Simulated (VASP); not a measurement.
All values below come from HSE06 screened hybrid, VASP's PBE PAW potentials (set 64) (plane waves; VASP).

A VASP calculation is set up with these files.

**INCAR**
```
AEXX=0.25
ALGO=Normal
EDIFF=1E-5
ENCUT=400
GGA=PE
HFSCREEN=0.2
ISIF=0
ISMEAR=0
ISYM=0
LASPH=.TRUE.
LCHARG=.FALSE.
LHFCALC=.TRUE.
LREAL=Auto
LWAVE=.FALSE.
NELM=50
NELMIN=4
PREC=Normal
PRECFOCK=Fast
SIGMA=0.05
SYSTEM=C31OSi32
```

**POSCAR**
```
C31OSi32
1
    8.7583314355     0.0000000000     0.0000000000
    0.0000000000     8.7583314355     0.0000000000
    0.0000000000     0.0000000000     8.7583314355
Si C O
32 31 1
Direct
  0.4982396965   0.0004406636   0.0003286793
  0.7505532459   0.2492858933   0.9999312245
  0.7507080950   0.9998668731   0.2490528161
  0.9992546237   0.0007699841   0.0006784381
  0.2502517556   0.2487014128   0.0004383017
  0.4989212635   0.5011244443   0.0001156851
  0.7512134616   0.7495369758   0.0004857081
  0.2501225064   0.0006187372   0.2486702704
  0.4894507008   0.2394872861   0.2394722768
  0.7595473560   0.5097932084   0.2404851545
  0.4989204231   0.0001551157   0.5010789941
  0.7599800399   0.2401010465   0.5097929757
  0.7512049099   0.0006230744   0.7496394896
  0.9990688947   0.5014552446   0.0005002164
  0.2501965326   0.7495081794   0.0006767176
  0.9998499076   0.2492150525   0.2490828848
  0.2494421448   0.5009841567   0.2490517811
  0.4987884837   0.7503313426   0.2491817035
  0.9992037492   0.0004070518   0.5014684740
  0.2493390284   0.2491565585   0.5009909484
  0.4885753976   0.5111181367   0.5111447371
  0.7505322216   0.7502512151   0.5009217135
  0.2503176469   0.0006750453   0.7494461763
  0.4989159087   0.2492425291   0.7501453908
  0.7506616889   0.5007657758   0.7500615266
  0.9992197983   0.7496118389   0.2485826439
  0.9999477908   0.5010696644   0.5009711901
  0.2501468637   0.7497569291   0.5016037574
  0.9992606037   0.2485316831   0.7496628396
  0.2500642599   0.5015011782   0.7498590185
  0.4983013791   0.7495929473   0.7497587637
  0.9991250866   0.7494746492   0.7494550974
  0.6257589122   0.1253293271   0.1253271956
  0.8740629776   0.3741998038   0.1256380664
  0.8743463994   0.1253988579   0.3739843495
  0.1246989769   0.1252486990   0.1250448766
  0.3752932616   0.3760915916   0.1255558991
  0.6238827049   0.6246084874   0.1258551004
  0.8747658421   0.8751510668   0.1249664391
  0.3751856477   0.1256486720   0.3761413578
  0.8741732844   0.6246371702   0.3760572940
  0.6240131330   0.1258532999   0.6244673660
  0.8743948649   0.3759057202   0.6244692556
  0.8746828168   0.1251849254   0.8752916091
  0.1246214976   0.6250216846   0.1250376371
  0.3746564048   0.8750345955   0.1251108310
  0.1246630834   0.3751598799   0.3750380837
  0.3750006442   0.6247403745   0.3740179273
  0.6246713767   0.8752127952   0.3750548563
  0.1246727248   0.1249808486   0.6250576021
  0.3749362670   0.3740251978   0.6247002574
  0.6257008837   0.6245938645   0.6246417268
  0.8746017333   0.8749444864   0.6250901926
  0.3747810059   0.1251630751   0.8748177866
  0.6246539331   0.3752084141   0.8750981906
  0.8746097273   0.6249345305   0.8748031655
  0.1247462228   0.8750278191   0.3750601843
  0.1247116839   0.6251051621   0.6251366159
  0.3748884649   0.8751957331   0.6250710433
  0.1245785075   0.3749950371   0.8751345122
  0.3747482797   0.6250581560   0.8753780631
  0.6247699116   0.8750351430   0.8750421965
  0.1246952849   0.8751346467   0.8750220217
  0.6262790767   0.3746550410   0.3745987018
```

File KPOINTS:
```
Automatic mesh
0
Gamma
1 1 1
0 0 0
```

POTCAR, in this order: Si C O (PBE.64 set). Program: vasp_gam. Read from the step before: WAVECAR.

The resulting files:

**OUTCAR**
```
 ion  position               nearest neighbor table
   1  0.498  0.000  0.000-  54 1.89  46 1.89  62 1.91  33 1.91   9 2.96   5 3.07   8 3.07  23 3.09
                            18 3.09  15 3.09  24 3.09   2 3.10   3 3.10  31 3.11  13 3.12   7 3.12
   2  0.751  0.249  1.000-  44 1.89  34 1.89  33 1.89  55 1.90   4 3.08  16 3.09   3 3.09  13 3.09
                            29 3.09  14 3.10   1 3.10   9 3.10  25 3.10  24 3.11  10 3.11   6 3.12
   3  0.751  1.000  0.249-  39 1.89  35 1.89  33 1.89  49 1.90   4 3.08  16 3.09   2 3.09  26 3.09
                             7 3.09  19 3.10   1 3.10  18 3.11  22 3.11   9 3.11  12 3.11  11 3.12
   4  0.999  0.001  0.001-  36 1.89  44 1.89  39 1.89  63 1.90  16 3.08   3 3.08   2 3.08  29 3.09
                             8 3.09   5 3.09  26 3.09  13 3.09   7 3.09  15 3.11  23 3.11  32 3.11
   5  0.250  0.249  0.000-  36 1.89  54 1.89  60 1.91  37 1.91   9 2.96   1 3.07   8 3.07   4 3.09
                            24 3.09  23 3.09  16 3.09  17 3.10   6 3.10  29 3.11  30 3.12  14 3.12
   6  0.499  0.501  0.000-  61 1.89  37 1.89  38 1.89  55 1.90  15 3.08  18 3.09  17 3.09  31 3.09
                            30 3.09   7 3.10   5 3.10  10 3.11   9 3.11  25 3.11  24 3.11   2 3.12
   7  0.751  0.750  0.000-  39 1.89  56 1.89  62 1.91  38 1.91  10 2.97  14 3.07  26 3.07   3 3.09
                            32 3.09  25 3.09   4 3.09   6 3.10  18 3.10  13 3.11  31 3.12   1 3.12
   8  0.250  0.001  0.249-  36 1.89  46 1.89  57 1.91  40 1.91   9 2.96   5 3.07   1 3.07   4 3.09
                            16 3.09  18 3.09  15 3.09  20 3.10  11 3.10  26 3.11  19 3.12  28 3.12
   9  0.489  0.239  0.239-  33 1.85  37 1.85  40 1.85  64 2.06   1 2.96   8 2.96   5 2.96   2 3.10
                             3 3.11  11 3.11   6 3.11  17 3.11  20 3.11
  10  0.760  0.510  0.240-  34 1.85  41 1.85  38 1.85  64 2.04  26 2.97  14 2.97   7 2.97  16 3.11
                            27 3.11  22 3.11   6 3.11   2 3.11  18 3.11
  11  0.499  0.000  0.501-  59 1.89  40 1.89  42 1.89  49 1.90  23 3.08  24 3.09  20 3.09  28 3.09
                            31 3.09  13 3.10   8 3.10  22 3.11  12 3.11   9 3.11  18 3.11   3 3.12
  12  0.760  0.240  0.510-  35 1.85  43 1.85  42 1.85  64 2.04  19 2.97  29 2.97  13 2.97  16 3.10
                            25 3.11  27 3.11   3 3.11  11 3.11  24 3.11
  13  0.751  0.001  0.750-  53 1.89  44 1.89  62 1.91  42 1.91  12 2.97  29 3.07  19 3.07   2 3.09
                            32 3.09  22 3.09   4 3.09  11 3.10  24 3.10   7 3.11   1 3.12  31 3.12
  14  0.999  0.501  0.001-  56 1.89  45 1.89  60 1.91  34 1.91  10 2.97   7 3.07  26 3.07  25 3.09
                            17 3.09  32 3.09  15 3.09   2 3.10  16 3.10  30 3.11  29 3.12   5 3.12
  15  0.250  0.750  0.001-  61 1.89  46 1.89  45 1.89  63 1.91  17 3.08  18 3.08   6 3.08  30 3.09
                            26 3.09   1 3.09  31 3.09   8 3.09  14 3.09   4 3.11  32 3.11  23 3.11
  16  1.000  0.249  0.249-  36 1.89  35 1.89  34 1.89  47 1.90   4 3.08   2 3.09   3 3.09   8 3.09
                             5 3.09  14 3.10  12 3.10  19 3.10  17 3.10  20 3.11  10 3.11  27 3.12
  17  0.249  0.501  0.249-  45 1.89  37 1.89  48 1.89  47 1.90  15 3.08   6 3.09  18 3.09  26 3.09
                            14 3.09   5 3.10  28 3.10  16 3.10  27 3.11  21 3.11   9 3.11  20 3.12
  18  0.499  0.750  0.249-  46 1.89  38 1.89  48 1.89  49 1.90  15 3.08   6 3.09  17 3.09   8 3.09
                             1 3.09  28 3.10   7 3.10   3 3.11  11 3.11  10 3.11  21 3.11  22 3.12
  19  0.999  0.000  0.501-  50 1.89  53 1.89  57 1.91  35 1.91  12 2.97  13 3.07  29 3.07  22 3.09
                            20 3.09  32 3.09  23 3.09   3 3.10  16 3.10  28 3.11  26 3.12   8 3.12
  20  0.249  0.249  0.501-  50 1.89  51 1.89  40 1.89  47 1.90  23 3.08  11 3.09  24 3.09  29 3.09
                            19 3.09   8 3.10  30 3.10  27 3.10  16 3.11  21 3.11   9 3.11  17 3.12
  21  0.489  0.511  0.511-  52 1.85  51 1.85  48 1.85  64 2.08  28 2.96  31 2.96  30 2.96  24 3.11
                            25 3.11  22 3.11  18 3.11  20 3.11  17 3.11
  22  0.751  0.750  0.501-  53 1.89  41 1.89  52 1.89  49 1.90  32 3.08  27 3.09  25 3.09  19 3.09
                            13 3.09  26 3.10  31 3.10  10 3.11   3 3.11  11 3.11  21 3.11  18 3.12
  23  0.250  0.001  0.749-  54 1.89  50 1.89  59 1.89  63 1.91  20 3.08  11 3.08  24 3.08  28 3.09
                             1 3.09  29 3.09   5 3.09  31 3.09  19 3.09   4 3.11  32 3.11  15 3.11
  24  0.499  0.249  0.750-  54 1.89  42 1.89  51 1.89  55 1.90  23 3.08  11 3.09  20 3.09   5 3.09
                             1 3.09  13 3.10  30 3.10   2 3.11  21 3.11   6 3.11  12 3.11  25 3.12
  25  0.751  0.501  0.750-  56 1.89  43 1.89  52 1.89  55 1.90  32 3.08  27 3.09  22 3.09  14 3.09
                             7 3.09  29 3.10  31 3.10   2 3.10  12 3.11  21 3.11   6 3.11  24 3.12
  26  0.999  0.750  0.249-  45 1.89  39 1.89  57 1.91  41 1.91  10 2.97   7 3.07  14 3.07   3 3.09
                            17 3.09  15 3.09   4 3.09  27 3.10  22 3.10   8 3.11  19 3.12  28 3.12
  27  1.000  0.501  0.501-  58 1.89  43 1.89  41 1.89  47 1.90  32 3.08  25 3.09  22 3.09  28 3.09
                            30 3.09  26 3.10  29 3.10  20 3.10  17 3.11  10 3.11  12 3.11  16 3.12
  28  0.250  0.750  0.502-  58 1.89  59 1.89  57 1.91  48 1.91  21 2.96  31 3.07  30 3.07  23 3.09
                            32 3.09  27 3.09  11 3.09  18 3.10  17 3.10  19 3.11   8 3.12  26 3.12
  29  0.999  0.249  0.750-  44 1.89  50 1.89  60 1.91  43 1.91  12 2.97  13 3.07  19 3.07  20 3.09
                             4 3.09  23 3.09   2 3.09  25 3.10  27 3.10   5 3.11  14 3.12  30 3.12
  30  0.250  0.502  0.750-  58 1.89  61 1.89  60 1.91  51 1.91  21 2.96  31 3.07  28 3.07  15 3.09
                            32 3.09  27 3.09   6 3.09  24 3.10  20 3.10  14 3.11   5 3.12  29 3.12
  31  0.498  0.750  0.750-  59 1.89  61 1.89  62 1.91  52 1.91  21 2.96  28 3.07  30 3.07   6 3.09
                            15 3.09  23 3.09  11 3.09  22 3.10  25 3.10   1 3.11   7 3.12  13 3.12
  32  0.999  0.749  0.749-  58 1.89  53 1.89  56 1.89  63 1.91  27 3.08  22 3.08  25 3.08  28 3.09
                            30 3.09  19 3.09   7 3.09  14 3.09  13 3.09  15 3.11  23 3.11   4 3.11
  33  0.626  0.125  0.125-   9 1.85   3 1.89   2 1.89   1 1.91
  34  0.874  0.374  0.126-  10 1.85   2 1.89  16 1.89  14 1.91
  35  0.874  0.125  0.374-  12 1.85   3 1.89  16 1.89  19 1.91
  36  0.125  0.125  0.125-  16 1.89   5 1.89   8 1.89   4 1.89
  37  0.375  0.376  0.126-   9 1.85   6 1.89  17 1.89   5 1.91
  38  0.624  0.625  0.126-  10 1.85  18 1.89   6 1.89   7 1.91
  39  0.875  0.875  0.125-   3 1.89  26 1.89   7 1.89   4 1.89
  40  0.375  0.126  0.376-   9 1.85  11 1.89  20 1.89   8 1.91
  41  0.874  0.625  0.376-  10 1.85  22 1.89  27 1.89  26 1.91
  42  0.624  0.126  0.624-  12 1.85  24 1.89  11 1.89  13 1.91
...
```

OSZICAR:
```
       N       E                     dE             d eps       ncg     rms          rms(c)
DAV:   1    -0.554363553447E+03   -0.55436E+03   -0.99216E+00   324   0.786E+00    0.148E+01
DAV:   2    -0.554428365575E+03   -0.64812E-01   -0.28673E-01   366   0.121E+00    0.107E+01
DAV:   3    -0.554409436734E+03    0.18929E-01   -0.10904E-02   374   0.299E-01    0.632E+00
DAV:   4    -0.554403424091E+03    0.60126E-02   -0.84808E-03   368   0.194E-01    0.362E+00
DAV:   5    -0.554401456231E+03    0.19679E-02   -0.94946E-04   376   0.793E-02    0.208E+00
DAV:   6    -0.554400802368E+03    0.65386E-03   -0.65908E-04   360   0.638E-02    0.117E+00
DAV:   7    -0.554400612539E+03    0.18983E-03   -0.14505E-04   366   0.276E-02    0.668E-01
DAV:   8    -0.554400542774E+03    0.69766E-04   -0.27342E-05   262   0.180E-02    0.385E-01
DAV:   9    -0.554400526101E+03    0.16673E-04   -0.36994E-05   294   0.137E-02    0.214E-01
DAV:  10    -0.554400521201E+03    0.49002E-05   -0.26142E-06   182   0.582E-03
   1 F= -.55440052E+03 E0= -.55440052E+03  d E =-.478930E-19
```

### OUTCAR
```
------------------------ aborting loop because EDIFF is reached ----------------------------------------
  volume of cell :      671.84
      direct lattice vectors                 reciprocal lattice vectors
     8.758331436  0.000000000  0.000000000     0.114176999  0.000000000  0.000000000
     0.000000000  8.758331436  0.000000000     0.000000000  0.114176999  0.000000000
     0.000000000  0.000000000  8.758331436     0.000000000  0.000000000  0.114176999
  FREE ENERGIE OF THE ION-ELECTRON SYSTEM (eV)
  ---------------------------------------------------
  free  energy   TOTEN  =      -554.4005212008 eV

  energy  without entropy=     -554.4005212008  energy(sigma->0) =     -554.40052120

  exchange ACFDT corr.  =         0.00000000  see jH, gK, PRB 81, 115126
```
(Selected blocks of OUTCAR.)

The supercell is sampled at Γ alone, which is coarse: total energies, pressure and levels can be off, energies of defects by several tenths of an eV.

The cell is a supercell with a defect, built from SiC (zinc blende): O_C. The cell's shape comes from a PBE relaxation. The run is not spin-polarised, so no state with unpaired spins was tried.
